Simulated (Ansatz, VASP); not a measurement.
# Cross-check of SiB between VASP and Ansatz

Aim: how closely do two programs agree when they are given the same cell, functional and k mesh? The cell is invented: As first built, before any earlier steps moved the atoms (in the runner's words): it takes the HfB structure with some of its atoms replaced by other elements, volume scaled by an estimate. It may not be a known or stable phase. The cell is taken from a series of VASP runs on this material, whose earlier steps may have relaxed, scaled or displaced it; both programs get it as it stands. Other levels of theory on this material are compared in a session of their own.

Program: Ansatz 0.2.0. Level of theory: plane waves, with VASP 6.6.1 beside it; band structure at r2SCAN. Results are calculated unless marked as measured.

## Step 1: The starting structure

It takes space group Fm-3m (No. 225, cubic). Conventional cell: a = 4.321 Å, b = 4.321 Å, c = 4.321 Å, α = 90.00°, β = 90.00°, γ = 90.00°. Si has 6 B at 2.16 Å nearest. Nearest to B lie 6 Si at 2.16 Å. As first built, before any earlier steps moved the atoms (in the runner's words): sites of the HfB structure (space group 225) filled with other elements, volume scaled by an estimate. Farther neighbours are not listed.

Structure file:

```xyz
2
Lattice="0.0000 2.1607 2.1607 2.1607 0.0000 2.1607 2.1607 2.1607 0.0000" Properties=species:S:1:pos:R:3 pbc="T T T"
Si    2.1607    2.1607    2.1607
B     0.0000    0.0000    0.0000
```

## Step 2: VASP: band structure, r2SCAN

A single point gives forces, pressure and levels at one fixed geometry, so differences don't come from the geometry; what else differs is listed under the comparison.

Lines of VASP's logs that name or quote its potential files are left out, and so is its time.

File INCAR:

```
SYSTEM = SiB
PREC = Accurate
ENCUT = 420
EDIFF = 1E-06
NELM = 100
ISMEAR = 0
SIGMA = 0.02
LREAL = .FALSE.
ALGO = Normal
METAGGA = R2SCAN
LASPH = .TRUE.
NBANDS = 15
LORBIT = 11
LWAVE = .FALSE.
LCHARG = .FALSE.
KPAR = 4
```

File POSCAR:

```
SiB
1.0
    0.0000000000      2.1606624327      2.1606624327
    2.1606624327      0.0000000000      2.1606624327
    2.1606624327      2.1606624327      0.0000000000
Si B
1 1
Direct
    0.5000000000      0.5000000000      0.5000000000
    0.0000000000      0.0000000000      0.0000000000
```

File KPOINTS:

```
Automatic mesh
0
Gamma
6 6 6
0 0 0
```

File KPOINTS_OPT:

```
Line mode
16
Line-mode
Reciprocal
  0.00000000   0.00000000   0.00000000 GAMMA
  0.50000000   0.00000000   0.50000000 X

  0.50000000   0.00000000   0.50000000 X
  0.50000000   0.25000000   0.75000000 W

  0.50000000   0.25000000   0.75000000 W
  0.37500000   0.37500000   0.75000000 K

  0.37500000   0.37500000   0.75000000 K
  0.00000000   0.00000000   0.00000000 GAMMA

  0.00000000   0.00000000   0.00000000 GAMMA
  0.50000000   0.50000000   0.50000000 L

  0.50000000   0.50000000   0.50000000 L
  0.62500000   0.25000000   0.62500000 U

  0.62500000   0.25000000   0.62500000 U
  0.50000000   0.25000000   0.75000000 W

  0.50000000   0.25000000   0.75000000 W
  0.50000000   0.50000000   0.50000000 L

  0.50000000   0.50000000   0.50000000 L
  0.37500000   0.37500000   0.75000000 K

  0.62500000   0.25000000   0.62500000 U
  0.50000000   0.00000000   0.50000000 X
```

The projector-augmented-wave data sets are Si and B (PBE family, release 64).

Command:

```console
$ mpirun -np 4 vasp_std
```

Numbers of over 12 decimals in the logs are rounded to 6 here.

What it wrote:

```text
[banner, memory and clock lines left out]
running    4 mpi-ranks, on    1 nodes
 distrk:  each k-point on    1 cores,    4 groups
 distr:  one band on    1 cores,    1 groups

 POSCAR found type information on POSCAR SiB
 POSCAR found :  2 types and       2 ions
|                                                                             |
|               ----> ADVICE to this user running VASP <----                  |
|                                                                             |
|     You enforced a specific xc type in the INCAR file but a different       |
|     [... a line on the potential file left out ...]
|     I HOPE YOU KNOW WHAT YOU ARE DOING!                                     |
|                                                                             |

 LDA part: xc-table for (None), standard interpolation
 POSCAR, INCAR and KPOINTS ok, starting setup
 FFT: planning ... GRIDC
 FFT: planning ... GRID_SOFT
 FFT: planning ... GRID
 WAVECAR not read
 entering main loop
       N       E                     dE             d eps       ncg     rms          rms(c)
DAV:   1    -0.249888115852E+01   -0.24989E+01   -0.28450E+03   487   0.341E+02
DAV:   2    -0.157905346554E+02   -0.13292E+02   -0.12893E+02   641   0.737E+01
DAV:   3    -0.160739685417E+02   -0.28343E+00   -0.28226E+00   543   0.734E+00
DAV:   4    -0.160743319708E+02   -0.36343E-03   -0.36342E-03   620   0.366E-01
DAV:   5    -0.160743325050E+02   -0.53416E-06   -0.53399E-06   522   0.132E-02    0.573E+00
DAV:   6    -0.147831620321E+02    0.12912E+01   -0.55136E-01   501   0.312E+00    0.339E+00
DAV:   7    -0.147924325869E+02   -0.92706E-02   -0.12185E-01   585   0.143E+00    0.132E+00
DAV:   8    -0.148001429576E+02   -0.77104E-02   -0.73686E-03   564   0.464E-01    0.122E-01
DAV:   9    -0.148000272563E+02    0.11570E-03   -0.12659E-03   557   0.142E-01    0.405E-02
DAV:  10    -0.148000578250E+02   -0.30569E-04   -0.62045E-05   494   0.526E-02    0.143E-02
DAV:  11    -0.148000566041E+02    0.12209E-05   -0.53156E-06   571   0.918E-03    0.333E-03
DAV:  12    -0.148000573695E+02   -0.76539E-06   -0.37910E-07   317   0.329E-03
   1 F= -.14800057E+02 E0= -.14799861E+02  d E =-.392603E-03
 Start KPOINTS_OPT (optional k-point list driver)
k-point batch [1-16\160]
       N       E                     dE             ncg
DAV:   1     0.661520922424E+03   -0.17216E+04      480
DAV:   2     0.464014654107E+03   -0.19751E+03      613
DAV:   3     0.459536769957E+03   -0.44779E+01      572
DAV:   4     0.459531151697E+03   -0.56183E-02      557
DAV:   5     0.459531139800E+03   -0.11896E-04      550
DAV:   6     0.459531139771E+03   -0.29332E-07      493
[...]
k-point batch [145-160\160]
       N       E                     dE             ncg
DAV:   1     0.500321878209E+03   -0.37757E+04      480
DAV:   2     0.287359274183E+03   -0.21296E+03      649
DAV:   3     0.284173402134E+03   -0.31859E+01      641
DAV:   4     0.284168955131E+03   -0.44470E-02      571
DAV:   5     0.284168946019E+03   -0.91120E-05      634
DAV:   6     0.284168945993E+03   -0.26077E-07      578
```

From OUTCAR (step 2):

```text
ion  position               nearest neighbor table
   1  0.500  0.500  0.500-   2 2.16   2 2.16   2 2.16   2 2.16   2 2.16   2 2.16
   2  0.000  0.000  0.000-   1 2.16   1 2.16   1 2.16   1 2.16   1 2.16   1 2.16

  LATTYP: Found a face centered cubic cell.
 ALAT       =     4.3213248654

 Subroutine GETGRP returns: Found 48 space group operations
 (whereof 48 operations were pure point group operations)

The static configuration has the point symmetry O_h .

 Found     16 irreducible k-points:

   k-points           NKPTS =     16   k-points in BZ     NKDIM =     16   number of bands    NBANDS=     15

   dimension x,y,z NGX =    20 NGY =   20 NGZ =   20
   dimension x,y,z NGXF=    40 NGYF=   40 NGZF=   40

   ENCUT  =  420.0 eV  30.87 Ry    5.56 a.u.   5.11  5.11  5.11*2*pi/ulx,y,z

   NELECT =       7.0000    total number of electrons

 k-points in reciprocal lattice and weights: Automatic mesh
   0.00000000  0.00000000  0.00000000       0.005
   0.16666667  0.00000000  0.00000000       0.037
   0.33333333  0.00000000  0.00000000       0.037
   0.50000000  0.00000000  0.00000000       0.019
   0.16666667  0.16666667  0.00000000       0.028
   0.33333333  0.16666667  0.00000000       0.111
   0.50000000  0.16666667  0.00000000       0.111
  -0.33333333  0.16666667  0.00000000       0.111
  -0.16666667  0.16666667  0.00000000       0.056
[...]
-0.33333333  0.33333333  0.16666667       0.111
  -0.33333333  0.50000000  0.16666667       0.056

 average (electrostatic) potential at core
       1 -83.1854       2 -24.1483

 E-fermi :   9.5004

 k-point     1 :       0.0000    0.0000    0.0000
  band No.  band energies     occupation
      1      -6.5343      2.00000
      2      11.3808      0.00000
      3      11.3808      0.00000
      4      11.3808      0.00000
      5      18.3431      0.00000
      6      18.3431      0.00000
    ...

 k-point     2 :       0.1667    0.0000    0.0000
  band No.  band energies     occupation
      1      -5.8941      2.00000
      2       8.2271      2.00000
      3      11.0302      0.00000
      4      11.0302      0.00000
      5      17.9373      0.00000
      6      17.9373      0.00000
      7      18.2361      0.00000
    ...

 k-point     3 :       0.3333    0.0000    0.0000
  band No.  band energies     occupation
      1      -3.9881      2.00000
      2       3.3481      2.00000
      3      10.6671      0.00000
      4      10.6671      0.00000
      5      15.1212      0.00000
      6      15.1212      0.00000
      7      17.9026      0.00000
    ...

  Total       -0.1992877     -0.1992877     -0.1992877      0.0000000      0.0000000      0.0000000
  in kB      -15.8270608    -15.8270608    -15.8270608      0.0000000      0.0000000      0.0000000
  external PRESSURE =     -15.8270608 kB  Pullay stress =       0.0000000 kB

  energy-cutoff  :      420.00
  volume of cell :       20.17
      direct lattice vectors                 reciprocal lattice vectors
     0.000000000  2.160662433  2.160662433    -0.231410512  0.231410512  0.231410512
     2.160662433  0.000000000  2.160662433     0.231410512 -0.231410512  0.231410512
     2.160662433  2.160662433  0.000000000     0.231410512  0.231410512 -0.231410512

 POSITION                                       TOTAL-FORCE (eV/Angst)
 -----------------------------------------------------------------------------------
      2.16066      2.16066      2.16066         0.000000      0.000000      0.000000
      0.00000      0.00000      0.00000        -0.000000     -0.000000     -0.000000
 -----------------------------------------------------------------------------------
    total drift:                                0.000000     -0.000000     -0.000000

  FREE ENERGIE OF THE ION-ELECTRON SYSTEM (eV)
  ---------------------------------------------------
  free  energy   TOTEN  =       -14.8000573695 eV

  energy  without entropy=      -14.7996647666  energy(sigma->0) =      -14.79986107

 total charge
# of ion       s       p       d       tot
------------------------------------------
    1        0.716   0.880   0.000   1.597
    2        0.722   1.157   0.000   1.880
--------------------------------------------------
tot          1.439   2.038   0.000   3.476

[... 3 further parts left out ...]
```

The run ends at a pressure of -1.58 GPa.

## Step 3: Ansatz: band structure, r2SCAN

Ansatz runs on its default PAW (the set named soft_2) files.

The same cell, functional, mesh and smearing now go to Ansatz, which takes its cutoff from its data sets.

File input.yaml:

```yaml
crystal:
  lattice:
    - [0.0, 2.1606624327, 2.1606624327]
    - [2.1606624327, 0.0, 2.1606624327]
    - [2.1606624327, 2.1606624327, 0.0]
  atoms:
    - { symbol: Si, position: [0.5, 0.5, 0.5] }
    - { symbol: B, position: [0.0, 0.0, 0.0] }
hamiltonian:
  xc: r2scan
  pseudopotentials: { kind: paw }
kpoints:
  mp_grid: { grid: [6, 6, 6] }
  band_path:
    path:
      - [0.0, 0.0, 0.0]
      - [0.16667, 0.0, 0.16667]
      - [0.33333, 0.0, 0.33333]
      - [0.5, 0.0, 0.5]
      - [0.5, 0.08333, 0.58333]
      - [0.5, 0.18333, 0.68333]
      - [0.5, 0.25, 0.75]
      - [0.45, 0.3, 0.75]
      - [0.40833, 0.34167, 0.75]
      - [0.35, 0.35, 0.7]
      - [0.225, 0.225, 0.45]
      - [0.075, 0.075, 0.15]
      - [0.03333, 0.03333, 0.03333]
      - [0.23333, 0.23333, 0.23333]
      - [0.4, 0.4, 0.4]
      - [0.51667, 0.46667, 0.51667]
      - [0.55833, 0.38333, 0.55833]
      - [0.60833, 0.28333, 0.60833]
      - [0.60833, 0.25, 0.64167]
      - [0.55833, 0.25, 0.69167]
      - [0.51667, 0.25, 0.73333]
      - [0.5, 0.3, 0.7]
      - [0.5, 0.38333, 0.61667]
      - [0.5, 0.48333, 0.51667]
      - [0.475, 0.475, 0.55]
      - [0.425, 0.425, 0.65]
      - [0.38333, 0.38333, 0.73333]
      - [0.59167, 0.18333, 0.59167]
      - [0.55, 0.1, 0.55]
      - [0.5, 0.0, 0.5]
    npoints: 1
scf:
  occupations: { method: gaussian, width: 0.02 }
  n_extra_bands: 7
output:
  forces: true
  stress: true
  eigenvalues: true
```

Command:

```console
$ ansatz run input.yaml --threads 2 --pin off --max-ram 4608MiB --backend cpu --events-out ev --progress --plain --runs-dir out
```

What it wrote:

```text
scf.n_extra_bands = 7 over 4 filled bands (N_el = 7.0): the run solves 11 bands
Engine: ansatz 0.2.0, aarch64-unknown-linux-gnu
Pseudopotentials: kind: paw
Pseudopotential: Si, paw, valence charge 4, recommended cutoff 500 eV (meta_gga), Si.paw.azcp
Pseudopotential: B, paw, valence charge 3, recommended cutoff 500 eV (meta_gga), B.paw.azcp
Functional definition: r2SCAN
  parameter k0 = 0.174
  parameter k1 = 0.065
  parameter a1 = 4.9479
  exchange = r2scan_x(k0 = k0, k1 = k1, a1 = a1)
  correlation = r2scan_c
Crystal: 2 atoms, lattice volume = 20.174 Å³
Basis set: ecut = 500 eV, 531 PW (Γ), exchange–correlation on 96×96×96 points (64 copies of the dense FFT grid, shifted against one another)
Bands: 11, of which v1, the nominal top of the filled ones, is band 4 counted from 1 (3 counted from 0)
Symmetry: 48 space group operations
Space group: Fm-3m (ITA 225), of the structure as read, at distance tolerance 2.7e-5 Å
k-points: 16 of 216
Non-local potential: Si, projectors of the file, l = 0: 2, l = 1: 2, l = 2: 2
Non-local potential: B, projectors of the file, l = 0: 2, l = 1: 2, l = 2: 1
PAW form: soft (Blöchl's): semilocal exchange-correlation on the pseudo side does not see the compensation charge
PAW frozen core: Si, regenerated for the run's functional (the file was generated under x = pbe(κ = 0.804, μ = 0.219515), c = pbe(β = 0.066725))
PAW frozen core: B, regenerated for the run's functional (the file was generated under x = pbe(κ = 0.804, μ = 0.219515), c = pbe(β = 0.066725))
PAW one-centre angular grid: Si, 302 points (default); XC on 160 Gauss nodes
PAW one-centre angular grid: B, 302 points (default); XC on 160 Gauss nodes
Initial density: superposition of atomic densities (neutral atoms: chi_scale 0, normalization atom), corrected by the library's trained network
Initial wavefunctions: pseudopotential atomic-orbital guess
Functional: x = r2scan, c = r2scan; τ floored in thin density (d = 2e-4 eV/Å³)
SCF iter   1: F=—  HF=-794.259265 eV  |F-HF|=—  |Δ(HF+E_count)|=         —  Δρ=7.23e-3  dr2=8.50e-3  dr2_τ=9.76e-2  ethr=1.77e-3  ⟨swp⟩=6.2  Hψ=1274  notcnv=0  defer=1
preconditioner: auto → none  [insulator: Δε(μ)=0.173 eV  Ē_g=17.323 eV  σ=0.020 eV  W_gap=0.83  n_scr=0 (ndim 8)  ℏωp=21.9 eV  f_vac=0.000  D(μ)=1.96/eV (n_scr^D=26)  ε∞_Penn≈2.6]
SCF iter   2: F=—  HF=-794.312875 eV  |F-HF|=—  |Δ(HF+E_count)|=   5.36e-2  Δρ=3.72e-3  dr2=1.67e-3  dr2_τ=3.91e-5  ethr=1.21e-4  ⟨swp⟩=2.0  Hψ=447  notcnv=0  defer=33
SCF iter   3: F=—  HF=-794.313455 eV  |F-HF|=—  |Δ(HF+E_count)|=   5.80e-4  Δρ=8.41e-4  dr2=8.89e-5  dr2_τ=3.53e-6  ethr=2.39e-5  ⟨swp⟩=2.9  Hψ=265  notcnv=0  defer=33
SCF iter   4: F=—  HF=-794.313490 eV  |F-HF|=—  |Δ(HF+E_count)|=   3.50e-5  Δρ=7.82e-5  dr2=7.43e-7  dr2_τ=2.23e-8  ethr=1.27e-6  ⟨swp⟩=2.1  Hψ=194  notcnv=0  defer=33
iter 5 did not close the SCF: its close was put off for the readings that it lacked (scf_convergence_deferred on its scf_iter line)
SCF iter   5: F=-794.313490 eV  HF=-794.313490 eV  |F-HF|=9.92e-8  |Δ(HF+E_count)|=   3.15e-7  Δρ=2.07e-5  dr2=3.07e-8  dr2_τ=1.12e-9  ethr=1.06e-8  ⟨swp⟩=2.0  Hψ=195  notcnv=0  defer=33
SCF iter   6: F=-794.313490 eV  HF=-794.313490 eV  |F-HF|=3.14e-10  |Δ(HF+E_count)|=   1.10e-7  Δρ=1.74e-6  dr2=4.51e-10  dr2_τ=1.22e-11  ethr=4.39e-10  ⟨swp⟩=6.2  Hψ=788  notcnv=0
SCF 1 converged in 6 iterations: F = -794.313490 eV  dr2 = 4.51e-10
  greatest PAW one-centre occupation: 0.621 electrons in one spin orbital (limit 2), on the Si atom at site 0 (counted from 0), in its partial waves of l = 0
NSCF: frozen V_eff on 30 k-points
SCF converged after 6 iterations
Free energy (F): -794.313490 eV
Harris-Foulkes:  -794.313490 eV  (|F-HF|=3.14e-10)
Internal energy: -794.313098 eV  (E = F + TS)
E sigma→0 (E₀):  -794.313294 eV
Entropy (-TS):   -0.000393 eV (-0.196 meV/atom)
Fermi energy:    11.047547 eV
--- Per-component energies (eV) ---
  E_band       = 33.496383
  E_kinetic    = 90.724208
  E_local      = -6.507173  (includes V_loc(G=0)·N_el)
  E_nonlocal   = 35.328744
  E_hartree    = 3.735820
  E_xc         = -83.634443
  E_vxc        = -92.563752  (∫ρ·V_xc dr)
  E_paw        = -599.317855  (= ΣΔE_a)
  E_vpaw       = -5.138372  (= ΣTr[D̂ρ^β])
  E_aug_tail   = 0.000003  (compensation charges beyond the density's cutoff)
  E_vtau       = 4.181143  (kinetic-family band-sum trace: ∫τ·v_τ [+ j·A + Jᵃ·Aᵃ] dr)
  E_ewald      = -234.547527
  E_core_change = -0.094875  (= ΣΔE_core)
  E_smearing   = -0.000393  (= −TS)
  E_closure    = -0.000000  (closes the sum)
  Σ components = -794.313490   (vs F -794.313490, Δ=0.00e0)
--- Forces (eV/Å), atoms counted from 1 ---
  atom   1  Si     0.00000000    -0.00000000    -0.00000000
  atom   2  B     -0.00000000    -0.00000000     0.00000000
  max |Σ_I F_I| component: 6.08e-31 eV/Å
--- Stress (GPa, compression-positive) ---
       -1.575010      -0.000000      -0.000000
        0.000000      -1.575010      -0.000000
       -0.000000      -0.000000      -1.575010
  P = ⅓ Tr σ = -1.5750 GPa (-15.750 kbar)
--- Band table (eV; the first three rows and the last of 16) ---
  k-point 0: bands = [-4.9894, 12.9292, 12.9292, 12.9292, 19.8667, 19.8667, 19.8667, 22.0496, ... 3 higher]
  k-point 1: bands = [-4.3492, 9.7728, 12.5771, 12.5771, 19.4824, 19.4824, 19.7647, 21.5334, ... 3 higher]
  k-point 2: bands = [-2.4431, 4.8930, 12.2115, 12.2115, 16.6723, 16.6723, 19.4343, 20.9475, ... 3 higher]
  k-point 15: bands = [3.1136, 3.5856, 5.4577, 5.9093, 14.7495, 18.2297, 21.2865, 25.3810, ... 3 higher]
```

It took 1.6 s on 2 threads of Arm Neoverse N1, shared host; peak memory 0.3 GiB.

In the SCF lines HF is the Harris–Foulkes energy and dr2 the Hartree energy of the density residual, in eV; the loop may stop once dr2 is under the threshold and the program's other checks hold. Hψ counts applications of the Hamiltonian.

## Step 4: Side by side

Known differences besides the potentials themselves: VASP keeps PBE cores, Ansatz makes them for the functional; the cutoff is 500 eV in Ansatz and 420 eV in VASP. Total energies have different zeros and are not compared.

Both answers:

| quantity | Ansatz | VASP | difference |
| --- | --- | --- | --- |
| pressure (GPa) | -1.58 | -1.58 | +0.01 |

Levels from 3 eV below to 2 eV above the Fermi level differ by 2 meV r.m.s. and 4 meV at most; each VASP level is matched to the nearest of Ansatz, which flatters the figure a little. Ansatz's pressure holds a Pulay correction of 0.01 GPa; VASP's holds none.

## Step 5: Summary of results

```
r.m.s. difference of levels near the Fermi level (band structure, r2SCAN) : 2.1 meV
```

The r.m.s. difference of levels near the Fermi level is 2.1 meV (band structure, r2SCAN), within the 80 meV picked in this series as the mark of a large difference. 5 further runs of this series are not shown here. Such differences can come from data sets, numerical settings and the points named under the comparisons, not from the functional's error against experiment.

[Lines on the potential files, build, host, timing and source positions are cut from VASP's logs without a mark.]

[Logs are printed without paths, hosts, clocks, repeated set-up lines and the standing remarks that a program may print on its own settings, such as how far it seeks lower states.]

[Hosts, paths, dates, database ids (printed as entryN), source tags and the programs' standing remarks are cut or masked in the printed files.]
